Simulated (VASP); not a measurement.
Elastic constants (GPa) of a crystal from PBE GGA with D3 dispersion (Becke-Johnson damping), VASP's PBE PAW potentials (set 64) (VASP):

```
      xx    yy    zz    yz    xz    xy
--  ----  ----  ----  ----  ----  ----
xx  89.8   9.1   9.1   0.0   0.0   0.0
yy   9.1  89.8   9.1   0.0   0.0   0.0
zz   9.1   9.1  89.8   0.0   0.0   0.0
yz   0.0   0.0   0.0  14.6   0.0   0.0
xz   0.0   0.0   0.0   0.0  14.6   0.0
xy   0.0   0.0   0.0   0.0   0.0  14.6
```

### Question
Work out the Voigt, Reuss and Hill moduli, Young's modulus and Poisson's ratio.

### Answer
All eigenvalues are positive (smallest 14.6 GPa), so the crystal is stable. K_V = (C11+C22+C33+2(C12+C13+C23))/9 = (269.4 + 2×27.3)/9 = 36.0 GPa; G_V = (269.4 − 27.3 + 3×43.8)/15 = 24.9 GPa. From the compliances, K_R = 36.0 GPa and G_R = 19.6 GPa. Hill: K = 36.0 GPa, G = 22.3 GPa, E = 9KG/(3K+G) = 55.4 GPa, ν = (3K−2G)/(2(3K+G)) = 0.244. K/G = 1.62, below Pugh's 1.75; universal anisotropy A^U = 1.35.

### Question
With a density of 4.92 g/cm³, what are the mean sound speeds?

### Answer
v_l = √((K+4G/3)/ρ) = 3.65 km/s and v_t = √(G/ρ) = 2.13 km/s. The crystal is SrTe (space group Fm-3m), cubic.

The structure comes from a measured SrTe entry (Fm-3m) of the Crystallography Open Database, whose conditions weren't checked. It was relaxed first, which changed the volume by +7 %.
